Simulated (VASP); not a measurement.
# Sb2Pt (Geversite): Be into a neighbouring Pt vacancy

Aim: the barrier for one hop in Sb2Pt (Geversite): Be into a neighbouring Pt vacancy. The start is a cell from a database of measured crystal structures.

Program: VASP 6.6.1. Level of theory: PBEsol; plane waves and PAW (Pt, Sb), in the first sound run; inputs show where later runs differ. Results are calculated unless marked as measured.

Report form: the programs' logs are mostly left out.

## 1. The host crystal

It takes space group Pa-3 (No. 205, cubic). The conventional cell has a = 6.442 Å, b = 6.442 Å, c = 6.442 Å, α = 90.00°, β = 90.00°, γ = 90.00°. Pt has 6 Sb at 2.67 Å nearest. Nearest to Sb lie 3 Pt at 2.67 Å and 1 Sb at 2.78 Å. Farther neighbours are not listed.

Coordinates:

```cif
data_structure
_symmetry_space_group_name_H-M 'Pa-3'
_symmetry_Int_Tables_number 205
_cell_length_a 6.4423
_cell_length_b 6.4423
_cell_length_c 6.4423
_cell_angle_alpha 90.000
_cell_angle_beta 90.000
_cell_angle_gamma 90.000
_cell_volume 267.38
loop_
_atom_site_label
_atom_site_type_symbol
_atom_site_symmetry_multiplicity
_atom_site_Wyckoff_symbol
_atom_site_fract_x
_atom_site_fract_y
_atom_site_fract_z
_atom_site_occupancy
Pt1 Pt 4 a 0.00000 0.50000 0.50000 1
Sb1 Sb 8 c 0.37530 0.12470 0.87530 1
```

## 2. Relax the host

The later steps need the crystal at this functional's own lattice; a raised cutoff keeps the stress reliable while the cell changes.

File INCAR:

```
SYSTEM = Sb2Pt
PREC = Normal
ENCUT = 350
EDIFF = 1E-05
NELM = 120
ISMEAR = 0
SIGMA = 0.1
LREAL = Auto
ALGO = Fast
GGA = PS
NBANDS = 52
LASPH = .TRUE.
LORBIT = 11
LWAVE = .FALSE.
LCHARG = .FALSE.
KPAR = 3
IBRION = 2
NSW = 40
ISIF = 3
EDIFFG = -0.03
POTIM = 0.4
```

File POSCAR:

```
Sb2Pt
1.0
    6.4423000000      0.0000000000      0.0000000000
    0.0000000000      6.4423000000      0.0000000000
    0.0000000000      0.0000000000      6.4423000000
Pt Sb
4 8
Direct
    0.0000000000      0.5000000000      0.5000000000
    0.5000000000      0.5000000000      0.0000000000
    0.5000000000      0.0000000000      0.5000000000
    0.0000000000      0.0000000000      0.0000000000
    0.3753000000      0.1247000000      0.8753000000
    0.1247000000      0.8753000000      0.3753000000
    0.8753000000      0.3753000000      0.1247000000
    0.6247000000      0.6247000000      0.6247000000
    0.6247000000      0.8753000000      0.1247000000
    0.8753000000      0.1247000000      0.6247000000
    0.1247000000      0.6247000000      0.8753000000
    0.3753000000      0.3753000000      0.3753000000
```

File KPOINTS:

```
Automatic mesh
0
Gamma
3 3 3
0 0 0
```

PAW data sets: Pt and Sb (PBE family, release 64).

Run with:

```
$ mpirun -np 3 vasp_std
```

Elapsed: 37 s, on 3 MPI ranks of AMD EPYC 7R43, shared host; peak memory 0.46 GiB.

The k-mesh is coarse for a metal. The PAW data sets were made with PBE, which is usual practice but a small mismatch for other functionals. The run keeps the 24 symmetry operations of its start, so it cannot find a distortion of lower symmetry.

Step by step:

| step | energy less that of the first step (eV) | largest force (eV/Å) | pressure (GPa) | volume (Å³) |
| --- | --- | --- | --- | --- |
| 1 | 0.0000 | 0.1100 | 1.04 | 267.38 |
| 2 | -0.0018 | 0.0639 | -0.97 | 271.86 |
| 3 | -0.0088 | 0.0855 | -0.07 | 269.68 |
| 4 | -0.0088 | 0.0834 | -0.11 | 269.77 |
| 5 | -0.0102 | 0.0234 | -0.10 | 269.67 |

| conventional cell, symmetrised | before | after | change |
| --- | --- | --- | --- |
| a (Å) | 6.442 | 6.461 | +0.3 % |
| b (Å) | 6.442 | 6.461 | +0.3 % |
| c (Å) | 6.442 | 6.461 | +0.3 % |
| volume (Å³/atom) | 22.28 | 22.47 | +0.9 % |

The relaxed structure:

```
Pt Sb
1.0
     6.46069    0.00000    0.00000
     0.00000    6.46069    0.00000
     0.00000    0.00000    6.46069
Pt Sb
4 8
Direct
  0.00000 0.50000 0.50000
  0.50000 0.50000 0.00000
  0.50000 0.00000 0.50000
  0.00000 0.00000 0.00000
  0.37481 0.12519 0.87481
  0.12519 0.87481 0.37481
  0.87481 0.37481 0.12519
  0.62519 0.62519 0.62519
  0.62519 0.87481 0.12519
  0.87481 0.12519 0.62519
  0.12519 0.62519 0.87481
  0.37481 0.37481 0.37481
```

Numbers from this step:

```
electronic cycles                               : 39
electrons                                       : 80
free energy (TOTEN)                             : -70.2114 eV
energy at zero smearing                         : -70.2004 eV
Fermi energy                                    : 9.132 eV
labelled metallic, from the levels on this mesh : yes
```

The run ended after 5 ionic steps, 0.010 eV below its first step, once forces and stress met EDIFFG = -0.03.

## 3. Relax the start

This step: PBEsol; plane waves and PAW (Pt, Be, Sb) (VASP 6.6.1).

System of this step: BeSb16Pt6 (Geversite). The cell holds 23 atoms: 6 Pt, 1 Be and 16 Sb. Cell: a = 9.137 Å, b = 9.137 Å, c = 9.137 Å, α = 60.0°, β = 60.0°, γ = 60.0°. It derives from Sb2Pt (Geversite). Nearest the centre at fractional (0.250, 0.000, 0.250): Sb22 at 1.38 Å, Be7 at 2.27 Å, Sb10 at 2.68 Å, Sb13 at 2.70 Å, Sb21 at 2.70 Å, Sb14 at 3.51 Å, Sb16 at 3.52 Å, Sb9 at 3.54 Å.

A path needs two true minima; the start is relaxed with symmetry off.

File INCAR:

```
SYSTEM = BeSb16Pt6
PREC = Normal
ENCUT = 280
EDIFF = 1E-05
NELM = 120
ISMEAR = 1
SIGMA = 0.15
LREAL = Auto
ALGO = Fast
GGA = PS
NBANDS = 94
LASPH = .TRUE.
LORBIT = 11
LWAVE = .FALSE.
LCHARG = .FALSE.
KPAR = 3
IBRION = 2
NSW = 60
ISIF = 2
EDIFFG = -0.05
POTIM = 0.4
MAXMIX = 40
ISYM = 0
```

File POSCAR:

```
BeSb16Pt6
1.0
    0.0000000000      6.4606939514      6.4606939514
    6.4606939514      0.0000000000      6.4606939514
    6.4606939514      6.4606939514      0.0000000000
Pt Be Sb
6 1 16
Direct
    0.0012482731      0.4997746420      0.5012951631
    0.5041092918      0.4972725244     -0.0013066335
    0.0022948676      0.4988337183     -0.0004959336
    0.5004349420      0.0012574860      0.4996530431
    0.0001415093     -0.0016339784     -0.0006458203
    0.4986819050      0.5004127534      0.5014410605
    0.0008247696     -0.0007995643      0.4983790551
    0.3165841549      0.5613395800      0.8126145281
    0.8135983861      0.0606678582      0.3057466277
    0.5635314463      0.8119485809      0.3119371922
    0.0566272037      0.3170111423      0.8147376535
    0.8114618007      0.3157835303      0.5653474369
    0.3111002315      0.8146109033      0.0586051928
    0.3094703931      0.3136073051      0.3119228873
    0.8110934616      0.8137950535      0.8111746488
    0.1865272795      0.9370981462      0.6883901589
    0.6883606052      0.4378253503      0.1892054054
    0.9394118874      0.6842285573      0.1880457705
    0.4361847985      0.1918387890      0.6856900544
    0.6850159923      0.1888195633      0.9363110512
    0.1862218780      0.6855448948      0.4398153104
    0.1887041299      0.1846582562      0.1867209887
    0.6856626897      0.6840405299      0.6914957875
```

KPOINTS is that of step 2.

PAW data sets: Pt, Be and Sb (PBE family, release 64).

Run with:

```
$ mpirun -np 3 vasp_std
```

Run time: 9 min. Hardware: 3 MPI ranks; peak memory 1.1 GiB.

The steps of the relaxation:

| step | energy less that of the first step (eV) | largest force (eV/Å) |
| --- | --- | --- |
| 1 | 0.0000 | 1.0635 |
| 2 | -0.2022 | 0.6604 |
| 3 | -0.3377 | 0.3766 |
| 4 | -0.3401 | 0.3834 |
| 5 | -0.3948 | 0.2721 |
| 6 | -0.4208 | 0.2133 |
| 7 | -0.4412 | 0.1302 |
| 8 | -0.4500 | 0.1362 |
| 9 | -0.4606 | 0.1287 |
| 10 | -0.4637 | 0.1215 |
| 11 | -0.4638 | 0.1196 |
| 12 | -0.4682 | 0.0931 |
| 13 | -0.4687 | 0.0881 |
| 14 | -0.4708 | 0.0362 |

The atoms that moved most (Å):

| atom | dx | dy | dz | length |
| --- | --- | --- | --- | --- |
| Sb20 | -0.072 | 0.065 | -0.180 | 0.204 |
| Sb13 | 0.086 | -0.011 | 0.181 | 0.201 |
| Sb19 | -0.061 | 0.171 | -0.046 | 0.187 |
| Sb15 | 0.027 | 0.050 | 0.166 | 0.175 |
| Sb10 | 0.049 | -0.156 | 0.015 | 0.164 |
| Sb22 | -0.009 | -0.036 | -0.151 | 0.156 |
| Sb11 | -0.068 | 0.041 | 0.022 | 0.083 |
| Sb9 | 0.033 | 0.072 | -0.009 | 0.080 |

Final coordinates:

```xyz
23
Lattice="0.0000 6.4607 6.4607 6.4607 0.0000 6.4607 6.4607 6.4607 0.0000" Properties=species:S:1:pos:R:3 pbc="T T T"
Pt    6.4594    3.2263    3.2288
Pt    3.2296    3.2277    6.4606
Pt    3.2272   -0.0023    3.2288
Pt    3.2289    6.4583    3.2285
Pt    0.0002   -0.0009   -0.0021
Pt    6.4570    6.4571    6.4579
Be    3.2300    3.2279    0.0034
Sb    8.8769    7.2724    5.6571
Sb    2.4008    7.3042    5.6398
Sb    7.3101    5.5002    8.9017
Sb    7.2436    5.6709    2.4359
Sb    5.6316    8.8790    7.2714
Sb    5.7276    2.3778    7.4542
Sb    3.9999    4.0180    4.0145
Sb   10.5252   10.5313   10.6637
Sb   10.5176    5.6196    7.2782
Sb    4.0339    5.6448    7.2595
Sb    5.6733    7.2418   10.4801
Sb    5.6086    7.4192    4.0116
Sb    7.1969   10.5400    5.4658
Sb    7.2868    4.0382    5.6460
Sb    2.3900    2.3892    2.2608
Sb    8.9201    8.8998    8.9065
```

This step gave:

* electronic cycles: 103
* electrons: 142
* free energy (TOTEN): -125.2570 eV
* energy at zero smearing: -125.2560 eV
* Fermi energy: 8.289 eV

The run ended after 14 ionic steps, 0.471 eV below its first step, once the forces on the free atoms met EDIFFG = -0.05.

## 4. Relax the end

The end state is relaxed in the same way, so that both ends share their errors.

INCAR is that of step 3.

File POSCAR:

```
BeSb16Pt6
1.0
    0.0000000000      6.4606939514      6.4606939514
    6.4606939514      0.0000000000      6.4606939514
    6.4606939514      6.4606939514      0.0000000000
Pt Be Sb
6 1 16
Direct
    0.0010412690      0.4980376942      0.5027498005
    0.5028116251      0.4979729548     -0.0004829470
   -0.0042145891      0.4996274092      0.0031459246
    0.5006802774      0.0017198481      0.4979395979
   -0.0046738712      0.0009740734     -0.0003746553
    0.4986932249      0.4993248104      0.5034110847
    0.5014162978      0.0000337146     -0.0000369613
    0.3114903121      0.5630234094      0.8144963995
    0.8111471934      0.0566922422      0.3173137329
    0.5602704207      0.8101244844      0.3146390120
    0.0620226221      0.3154544750      0.8107685208
    0.8157130378      0.3132527903      0.5611656977
    0.3083043007      0.8122006337      0.0637920557
    0.3086444006      0.3144167722      0.3162038024
    0.8133957711      0.8144348806      0.8112044116
    0.1862663635      0.9367142768      0.6885834765
    0.6861072675      0.4411468121      0.1854995268
    0.9292530789      0.6883050805      0.1912197618
    0.4392287054      0.1828655127      0.6938513997
    0.6889498236      0.1832548790      0.9380661376
    0.1884714957      0.6879826689      0.4356435808
    0.1881878448      0.1860729475      0.1874796574
    0.6867449553      0.6851202232      0.6870722531
```

KPOINTS is that of step 3.

Run with:

```
$ mpirun -np 3 vasp_std
```

The job ended after 14 min (3 MPI ranks; peak memory 1.1 GiB).

Step by step:

| step | energy less that of the first step (eV) | largest force (eV/Å) |
| --- | --- | --- |
| 1 | 0.0000 | 0.8890 |
| 2 | -0.1918 | 0.5886 |
| 3 | -0.2861 | 0.3850 |
| 4 | -0.2875 | 0.3702 |
| 5 | -0.3450 | 0.3102 |
| 6 | -0.3949 | 0.2097 |
| 7 | -0.3952 | 0.2309 |
| 8 | -0.4150 | 0.1318 |
| 9 | -0.4173 | 0.1052 |
| 10 | -0.4230 | 0.0866 |
| 11 | -0.4255 | 0.0736 |
| 12 | -0.4258 | 0.0874 |
| 13 | -0.4297 | 0.0690 |
| 14 | -0.4306 | 0.1162 |
| 15 | -0.4331 | 0.0879 |
| 16 | -0.4337 | 0.0755 |
| 17 | -0.4340 | 0.0885 |
| 18 | -0.4367 | 0.0666 |
| 19 | -0.4373 | 0.0602 |
| 20 | -0.4393 | 0.0467 |

The atoms that moved most (Å):

| atom | dx | dy | dz | length |
| --- | --- | --- | --- | --- |
| Sb22 | 0.119 | -0.074 | -0.252 | 0.288 |
| Sb15 | -0.105 | 0.073 | 0.218 | 0.253 |
| Sb21 | 0.129 | 0.005 | -0.073 | 0.149 |
| Sb16 | 0.049 | -0.105 | -0.010 | 0.116 |
| Sb12 | -0.109 | -0.012 | 0.017 | 0.111 |
| Sb9 | -0.035 | 0.089 | 0.055 | 0.110 |
| Sb10 | 0.022 | -0.082 | 0.017 | 0.086 |
| Sb13 | 0.031 | 0.025 | 0.066 | 0.077 |

The relaxed structure:

```xyz
23
Lattice="0.0000 6.4607 6.4607 6.4607 0.0000 6.4607 6.4607 6.4607 0.0000" Properties=species:S:1:pos:R:3 pbc="T T T"
Pt    6.4642    3.2325    3.2203
Pt    3.2342    3.2301    6.4498
Pt    3.2342    0.0015    3.2223
Pt    3.2329    6.4618    3.2213
Pt    0.0050    0.0033   -0.0092
Pt    6.4650    6.4593    6.4526
Be    0.0027    3.2286    3.2236
Sb    8.8961    7.2626    5.6587
Sb    2.3814    7.3796    5.6621
Sb    7.2886    5.5708    8.8703
Sb    7.2600    5.6792    2.4210
Sb    5.5406    8.8836    7.3105
Sb    5.6909    2.4293    7.3052
Sb    4.0074    4.0229    3.9969
Sb   10.3981   10.5693   10.7351
Sb   10.5491    5.5470    7.2451
Sb    4.0313    5.6585    7.2437
Sb    5.6673    7.2489   10.4835
Sb    5.6330    7.3510    4.0382
Sb    7.2386   10.4952    5.6003
Sb    7.3888    4.0374    5.5893
Sb    2.5325    2.3529    2.1662
Sb    8.9199    8.8998    8.9048
```

This step gave:

| Quantity | Value |
| --- | --- |
| electronic cycles | 142 |
| free energy (TOTEN) | -125.2566 eV |
| energy at zero smearing | -125.2557 eV |
| Fermi energy | 8.315 eV |

The run ended after 20 ionic steps, 0.439 eV below its first step, once the forces on the free atoms met EDIFFG = -0.05.

(Continued in part 2 of 2.)

[Lines on the potential files, build, host, timing and source positions are cut from VASP's logs without a mark.]

[Logs are printed without paths, hosts, clocks, repeated set-up lines and the standing remarks that a program may print on its own settings, such as how far it seeks lower states.]

[Hosts, paths, dates, database ids (printed as entryN), source tags and the programs' standing remarks are cut or masked in the printed files.]

[Runs that stopped without an error message from VASP are left out.]
